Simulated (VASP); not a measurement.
**Ir: relaxation of cell and atoms with LDA**

Crystal: Ir.

```
Ir
1.0
     0.00000    1.91013    1.91013
     1.91013    0.00000    1.91013
     1.91013    1.91013    0.00000
Ir
1
Direct
  0.00000 0.00000 0.00000
```

- Program: VASP 6.6.1
- Task: relaxation of cell and atoms
- Functional: LDA
- Potentials or basis: VASP PAW LDA potentials, release 64 (Ir)
- Cutoff: 600 eV
- k mesh: 16 × 16 × 16
- Occupations: methfessel-paxton, width 0.1 eV
- Spin: no spin polarisation
- Further INCAR settings: ALGO = Normal; EDIFF = 1e-07; IBRION = 2; EDIFFG = -0.005; NSW = 90; ISIF = 3

```
Relaxed volume                         : 13.94 Å³/atom
Relaxed cell                           : a = 2.701 Å, b = 2.701 Å, c = 2.701 Å, α = 60.00°, β = 60.00°, γ = 60.00°
Space group after relaxing (to 0.05 Å) : Fm-3m (No. 225)
Energy gained by relaxing              : 0.0 meV/atom
Ionic steps                            : 3
Pressure after relaxing                : 0.0 GPa
Band gap on the k mesh                 : none (metal or under the smearing width)
```

Final structure:
```yaml
crystal:
  lattice:
    - [0.00000, 1.91004, 1.91004]
    - [1.91004, 0.00000, 1.91004]
    - [1.91004, 1.91004, 0.00000]
  atoms:
    - { symbol: Ir, position: [0.00000, 0.00000, 0.00000] }
```

Levels at points of the mesh, in eV from the Fermi level:
```
           k point  band 2  band 3  band 4  band 5  band 6  band 7
(0.00, 0.00, 0.00)   -4.00   -4.00   -4.00   -1.20   -1.20   14.32
(0.50, 0.00, 0.00)   -4.09   -4.09   -0.75    0.94    0.94    7.43
(0.50, 0.50, 0.00)   -7.53    0.92    1.52    1.52    1.74   10.73
```

Run time: 14 s on 1 thread of Intel(R) Xeon(R) 6975P-C (Granite Rapids) (shared host), peak memory 0.15 GiB.

The run has no spin-orbit coupling, so splittings on Ir are missing.
